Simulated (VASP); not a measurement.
Input:

```
CELL_PARAMETERS angstrom
      0.00000     2.67500     2.67500
      2.67500     0.00000     2.67500
      2.67500     2.67500     0.00000
ATOMIC_POSITIONS crystal
  K  0.00000 0.00000 0.00000
  F  0.50000 0.50000 0.50000
```

These are G0W0 on PBE orbitals, VASP's PBE PAW potentials (set 64) (plane waves; VASP 6.6.1) values and carry that method's errors. Numerical set-up: PREC = Normal, 500 eV cut-off, 4×4×4 Γ-centred mesh, Gaussian smearing of 0.010 eV, potentials K_sv_GW F_GW_new.

The mesh is coarse and the basis finite, so the quasiparticle values are not converged.

NBANDS = 64, ENCUTGW = 150 eV, NOMEGA = 64. The PBE levels (eV) that the step starts from are:

| state | KS energy | filling |
|---|---|---|
| k1 (0.00, 0.00, 0.00), band 5 | -9.82 | 2 |
| k1 (0.00, 0.00, 0.00), band 6 | -0.43 | 2 |
| k1 (0.00, 0.00, 0.00), band 7 | -0.43 | 2 |
| k1 (0.00, 0.00, 0.00), band 8 | -0.43 | 2 |
| k1 (0.00, 0.00, 0.00), band 9 | 5.72 | 0 |
| k1 (0.00, 0.00, 0.00), band 10 | 10.23 | 0 |
| k1 (0.00, 0.00, 0.00), band 11 | 10.23 | 0 |
| k1 (0.00, 0.00, 0.00), band 12 | 10.23 | 0 |
| k4 (0.25, 0.25, 0.00), band 5 | -9.92 | 2 |
| k4 (0.25, 0.25, 0.00), band 6 | -0.92 | 2 |
| k4 (0.25, 0.25, 0.00), band 7 | -0.48 | 2 |
| k4 (0.25, 0.25, 0.00), band 8 | -0.48 | 2 |
| k4 (0.25, 0.25, 0.00), band 9 | 7.52 | 0 |
| k4 (0.25, 0.25, 0.00), band 10 | 8.74 | 0 |
| k4 (0.25, 0.25, 0.00), band 11 | 11.66 | 0 |
| k4 (0.25, 0.25, 0.00), band 12 | 11.66 | 0 |
| k7 (0.50, 0.50, 0.00), band 5 | -10.03 | 2 |
| k7 (0.50, 0.50, 0.00), band 6 | -0.65 | 2 |
| k7 (0.50, 0.50, 0.00), band 7 | -0.49 | 2 |
| k7 (0.50, 0.50, 0.00), band 8 | -0.49 | 2 |
| k7 (0.50, 0.50, 0.00), band 9 | 7.78 | 0 |
| k7 (0.50, 0.50, 0.00), band 10 | 9.85 | 0 |
| k7 (0.50, 0.50, 0.00), band 11 | 11.32 | 0 |
| k7 (0.50, 0.50, 0.00), band 12 | 13.05 | 0 |

Q: Give the quasiparticle energies and renormalisation factors Z.

A: 
```tsv
state	QP energy (eV)	Z
k1 (0.00, 0.00, 0.00), band 5	-13.16	0.84
k1 (0.00, 0.00, 0.00), band 6	-2.64	0.78
k1 (0.00, 0.00, 0.00), band 7	-2.64	0.78
k1 (0.00, 0.00, 0.00), band 8	-2.64	0.78
k1 (0.00, 0.00, 0.00), band 9	6.88	0.89
k1 (0.00, 0.00, 0.00), band 10	12.92	0.88
k1 (0.00, 0.00, 0.00), band 11	12.92	0.88
k1 (0.00, 0.00, 0.00), band 12	12.92	0.88
k4 (0.25, 0.25, 0.00), band 5	-13.28	0.84
k4 (0.25, 0.25, 0.00), band 6	-3.22	0.78
k4 (0.25, 0.25, 0.00), band 7	-2.71	0.78
k4 (0.25, 0.25, 0.00), band 8	-2.71	0.78
k4 (0.25, 0.25, 0.00), band 9	8.91	0.88
k4 (0.25, 0.25, 0.00), band 10	10.82	0.88
k4 (0.25, 0.25, 0.00), band 11	14.73	0.87
k4 (0.25, 0.25, 0.00), band 12	14.73	0.87
k7 (0.50, 0.50, 0.00), band 5	-13.39	0.84
k7 (0.50, 0.50, 0.00), band 6	-2.93	0.78
k7 (0.50, 0.50, 0.00), band 7	-2.72	0.78
k7 (0.50, 0.50, 0.00), band 8	-2.72	0.78
k7 (0.50, 0.50, 0.00), band 9	9.64	0.89
k7 (0.50, 0.50, 0.00), band 10	12.29	0.88
k7 (0.50, 0.50, 0.00), band 11	12.83	0.86
k7 (0.50, 0.50, 0.00), band 12	16.87	0.87
```
On the mesh the gap opens from 6.16 to 9.52 eV.

The compound is KF in the rock salt structure. The cell was not relaxed at this level. The k-mesh is coarse (spacing up to 0.51 per Å, 2π included), so the numbers may not be converged in it.
